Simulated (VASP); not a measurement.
Output of a VASP run:

File OSZICAR:
```
...
DAV:   6    -0.458647243714E+02    0.23401E-07   -0.31373E-07  1512   0.593E-03
   3 F= -.45864724E+02 E0= -.45864724E+02  d E =-.448420E-02
       N       E                     dE             d eps       ncg     rms          rms(c)
DAV:   1    -0.458671770602E+02   -0.24527E-02   -0.33957E-01  1864   0.915E+00    0.303E-01
DAV:   2    -0.458670506354E+02    0.12642E-03   -0.23181E-02  2392   0.179E+00    0.181E-01
DAV:   3    -0.458660690419E+02    0.98159E-03   -0.29404E-03  2656   0.632E-01    0.315E-02
DAV:   4    -0.458660738174E+02   -0.47755E-05   -0.14000E-04  2160   0.982E-02    0.199E-02
DAV:   5    -0.458660717639E+02    0.20535E-05   -0.14209E-05  2680   0.397E-02    0.789E-03
DAV:   6    -0.458660713525E+02    0.41133E-06   -0.27269E-06  2648   0.167E-02    0.143E-03
DAV:   7    -0.458660713657E+02   -0.13176E-07   -0.23563E-07  1464   0.399E-03
   4 F= -.45866071E+02 E0= -.45866071E+02  d E =-.134699E-02
       N       E                     dE             d eps       ncg     rms          rms(c)
DAV:   1    -0.458681416905E+02   -0.20703E-02   -0.46300E-01  1872   0.107E+01    0.354E-01
DAV:   2    -0.458679622300E+02    0.17946E-03   -0.31605E-02  2408   0.208E+00    0.211E-01
DAV:   3    -0.458666192468E+02    0.13430E-02   -0.39998E-03  2648   0.737E-01    0.365E-02
DAV:   4    -0.458666260525E+02   -0.68057E-05   -0.18760E-04  2128   0.114E-01    0.232E-02
DAV:   5    -0.458666233008E+02    0.27517E-05   -0.19509E-05  2672   0.466E-02    0.856E-03
DAV:   6    -0.458666228280E+02    0.47280E-06   -0.35134E-06  2656   0.188E-02    0.165E-03
DAV:   7    -0.458666228471E+02   -0.19153E-07   -0.34724E-07  1632   0.459E-03
   5 F= -.45866623E+02 E0= -.45866623E+02  d E =-.189848E-02
       N       E                     dE             d eps       ncg     rms          rms(c)
DAV:   1    -0.458659047258E+02    0.71810E-03   -0.24922E-01  1720   0.350E+00    0.733E-02
DAV:   2    -0.458670723284E+02   -0.11676E-02   -0.12076E-02  2048   0.129E+00    0.498E-02
DAV:   3    -0.458670569969E+02    0.15332E-04   -0.39611E-04  2488   0.196E-01    0.368E-02
DAV:   4    -0.458670118514E+02    0.45145E-04   -0.26029E-04  1968   0.133E-01    0.110E-02
DAV:   5    -0.458670142529E+02   -0.24015E-05   -0.53377E-05  2272   0.778E-02    0.642E-03
DAV:   6    -0.458670145751E+02   -0.32218E-06   -0.13356E-05  2360   0.266E-02    0.462E-03
DAV:   7    -0.458670142125E+02    0.36263E-06   -0.46777E-06  2416   0.176E-02    0.228E-03
DAV:   8    -0.458670141614E+02    0.51082E-07   -0.68455E-07  1944   0.691E-03
   6 F= -.45867014E+02 E0= -.45867014E+02  d E =-.391314E-03
       N       E                     dE             d eps       ncg     rms          rms(c)
DAV:   1    -0.458667621999E+02    0.25201E-03   -0.68664E-02  1728   0.184E+00    0.384E-02
DAV:   2    -0.458670841285E+02   -0.32193E-03   -0.33315E-03  2016   0.675E-01    0.264E-02
DAV:   3    -0.458670797275E+02    0.44010E-05   -0.11063E-04  2480   0.104E-01    0.196E-02
DAV:   4    -0.458670671369E+02    0.12591E-04   -0.82206E-05  1968   0.748E-02    0.638E-03
DAV:   5    -0.458670675914E+02   -0.45455E-06   -0.16923E-05  2304   0.437E-02    0.369E-03
DAV:   6    -0.458670677322E+02   -0.14077E-06   -0.50156E-06  2296   0.159E-02    0.293E-03
DAV:   7    -0.458670675713E+02    0.16086E-06   -0.17335E-06  2272   0.107E-02    0.115E-03
DAV:   8    -0.458670675621E+02    0.92732E-08   -0.16957E-07  1168   0.416E-03
   7 F= -.45867068E+02 E0= -.45867068E+02  d E =-.444715E-03
```

File OUTCAR:
```
------------------------ aborting loop because EDIFF is reached ----------------------------------------
  FORCE on cell =-STRESS in cart. coord.  units (eV):
  Direction    XX          YY          ZZ          XY          YZ          ZX
  --------------------------------------------------------------------------------------
  Total        1.8727723      1.8727721      1.8712649     -0.0000000      0.0000000      0.0000000
  in kB       39.8313191     39.8313165     39.7992594     -0.0000000      0.0000000      0.0000000
  external PRESSURE =      39.8206317 kB  Pullay stress =       0.0000000 kB
  volume of cell :       75.33
      direct lattice vectors                 reciprocal lattice vectors
     1.932778483 -3.347670422  0.000000000     0.258694933 -0.149357594 -0.000000000
     1.932778483  3.347670422  0.000000000     0.258694933  0.149357594 -0.000000000
     0.000000000 -0.000000000  5.821247843    -0.000000000  0.000000000  0.171784474
 POSITION                                       TOTAL-FORCE (eV/Angst)
 -----------------------------------------------------------------------------------
      1.93278      1.11589      1.40338        -0.000000      0.000000      0.005356
      1.93278     -1.11589      4.41787        -0.000000     -0.000000     -0.005356
      0.00000     -0.00000      0.00000        -0.000000      0.000000      0.000000
      1.93278      1.11589      3.77627         0.000000     -0.000000      0.001599
      1.93278     -1.11589      2.04498         0.000000      0.000000     -0.001599
 -----------------------------------------------------------------------------------
    total drift:                                0.000000      0.000000      0.000000
  FREE ENERGIE OF THE ION-ELECTRON SYSTEM (eV)
  ---------------------------------------------------
  free  energy   TOTEN  =       -45.8670675621 eV

  energy  without entropy=      -45.8670675621  energy(sigma->0) =      -45.86706756

 reached required accuracy - stopping structural energy minimisation
```
(Selected blocks of OUTCAR.)

POSCAR:
```
La2O3
1
    1.9219282939    -3.3288773674     0.0000000000
    1.9219282939     3.3288773674     0.0000000000
    0.0000000000     0.0000000000     5.8871606954
La O
2 3
Direct
  0.3333330000   0.6666670000   0.2438360648
  0.6666670000   0.3333330000   0.7561639352
  0.0000000000   0.0000000000   1.0000000000
  0.3333330000   0.6666670000   0.6464247534
  0.6666670000   0.3333330000   0.3535752466
```

### Question
Write an INCAR and KPOINTS that could have produced this output.

### Answer
One answer among several that fit: the input of the run itself, LDA (Ceperley-Alder, Perdew-Zunger), plane waves, VASP's LDA PAW potentials (set 64).

KPOINTS:
```
kpoints
0
gamma
  7 7 4
0 0 0
```

### INCAR
```
ENCUT=520   ! plane-wave cut-off (eV)
LCHARG=F
SIGMA=0.05
LREAL=F   ! projection in real space or not
NELM=100   ! most electronic steps
LMAXMIX=6
ISMEAR=0   ! Gaussian
IBRION=2   ! conjugate gradients
PREC=Accurate
LWAVE=F
ALGO=Normal
LASPH=T   ! aspherical one-centre terms
EDIFF=1E-7   ! SCF stop (eV)
ISIF=4
EDIFFG=-0.01   ! ionic stop
SYSTEM=La2O3
NSW=30   ! most ionic steps
```

POTCAR, in this order: La O (LDA.64 set). Program: vasp_std.

The compound is La2O3 in the a-type structure. This cell is one point of a volume scan, at 0.97 of the reference volume. Symmetry was kept, so distortions that lower it aren't found.
